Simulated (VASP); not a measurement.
Set up this calculation in VASP 6.6.1, as the native input.

| Property | Result |
| --- | --- |
| Task | single point |
| Functional | PBE |
| Potentials or basis | VASP PAW PBE potentials, release 64 (Na_pv, Al, O) |
| Cutoff | 520 eV |
| k mesh | 12 × 12 × 12 |
| Occupations | gaussian, width 0.1 eV |
| Spin | no spin polarisation |
| Dipole correction | no |
| Further INCAR settings | ALGO = Fast; EDIFF = 1e-06; NBANDS = 21 |

The structure of Na2Al2O lies in POSCAR:

```
Na2Al2O
1.0
    2.1477433070      1.2400001765      6.8905452201
   -2.1477433070      1.2400001765      6.8905452201
    0.0000000000     -2.4800003530      6.8905452201
Na Al O
2 2 1
Direct
    0.6115763426      0.6115763426      0.6115763426
    0.3884236574      0.3884236574      0.3884236574
    0.1912175484      0.1912175484      0.1912175484
    0.8087824516      0.8087824516      0.8087824516
    0.5000000000      0.5000000000      0.5000000000
```

The cell was built by a generator and needn't be a form met in nature.

The cell isn't the ideal one: random cell by space group and Wyckoff sites (R-3m, No. 166).

One way to write it, as run:

INCAR

```
ALGO = Fast
EDIFF = 1E-6
ENCUT = 520
GGA = PE
ISIF = 2
ISMEAR = 0
LASPH = True
LCHARG = True
LELF = True
LREAL = False
LVHAR = True
LWAVE = False
NBANDS = 21
NELM = 100
PREC = Accurate
SIGMA = 0.1
```

KPOINTS

```
k-points
0
Gamma
  12 12 12
```

Potentials or basis: VASP PAW PBE potentials, release 64 (Na_pv, Al, O).

The run is started by

```sh
$ cat potpaw_PBE.64/Na_pv/POTCAR potpaw_PBE.64/Al/POTCAR potpaw_PBE.64/O/POTCAR > POTCAR
$ mpirun -np 1 vasp_std > vasp.out
```

Results of the run:

| Property | Result |
| --- | --- |
| Pressure | 0.0 GPa |
| Largest force | 0.014 eV/Å |
| Band gap on the k mesh | none (metal or under the smearing width) |

Run time: 12 min on 1 thread of AMD EPYC 9R45 96-Core Processor (Zen 5), on a shared host, peak memory 0.6 GiB.
